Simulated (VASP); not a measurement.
Input:

```xyz
9
Lattice="4.4034 0.0000 0.0000 -2.2017 3.8134 0.0000 0.0000 0.0000 25.8521" Properties=species:S:1:pos:R:3 pbc="T T T"
F      2.2017     1.2711     8.4904
F      0.0000     2.5423    11.9851
F     -2.2017     3.8134    10.2349
F      4.4034     0.0000    15.6172
F      2.2017     1.2711    13.8670
F      0.0000     2.5423    17.3617
Ba     0.0000     2.5423     9.3127
Ba     4.4034     0.0000    12.9261
Ba     2.2017     1.2711    16.5394
```

The numbers are results of r2SCAN meta-GGA, VASP's PBE PAW potentials (set 64) (plane waves; VASP), not measurements. Run with PREC = Normal, 450 eV cut-off, 5×5×1 Γ-centred mesh, Gaussian smearing of 0.050 eV, potentials F Ba_sv.

Question: Estimate the energy per atom (σ→0).

Answer: 
```yaml
energy per atom (σ→0): -14.944 eV/atom
```

The cell is a thin slab with vacuum, built from BaF2 (fluorite): (111) face.
